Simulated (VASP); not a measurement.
Here is the system:

```yaml
crystal:
  lattice:
    - [0.00000, 3.68512, 3.68512]
    - [3.68512, 0.00000, 3.68512]
    - [3.68512, 3.68512, 0.00000]
  atoms:
    - { symbol: K, position: [0.25000, 0.25000, 0.25000] }
    - { symbol: K, position: [0.75000, 0.75000, 0.75000] }
    - { symbol: S, position: [0.00000, 0.00000, 0.00000] }
```

Method: optB86b-vdW, VASP's PBE PAW potentials (set 64) (plane waves; VASP 6.6.1). Run with 520 eV cut-off, Gaussian smearing of 0.050 eV, potentials K_sv S.

Task: Give the energies of bands 10 to 15 at the high-symmetry points, in eV from the valence-band maximum.

Result: 
| band | Γ | X | U | L | W |
|---|---|---|---|---|---|
| 10 | -0.21 | -0.76 | -0.56 | -0.64 | -0.39 |
| 11 | -0.21 | 0.00 | -0.21 | -0.07 | -0.39 |
| 12 | -0.21 | 0.00 | -0.02 | -0.07 | -0.02 |
| 13 | 2.30 | 3.36 | 3.58 | 4.59 | 3.57 |
| 14 | 5.45 | 5.31 | 5.47 | 5.02 | 5.77 |
| 15 | 5.45 | 6.61 | 6.31 | 5.76 | 5.77 |

The gap is indirect, 2.30 eV, from the valence maximum at X to the conduction minimum at Γ.

The compound is K2S in the antifluorite structure. It was relaxed first.
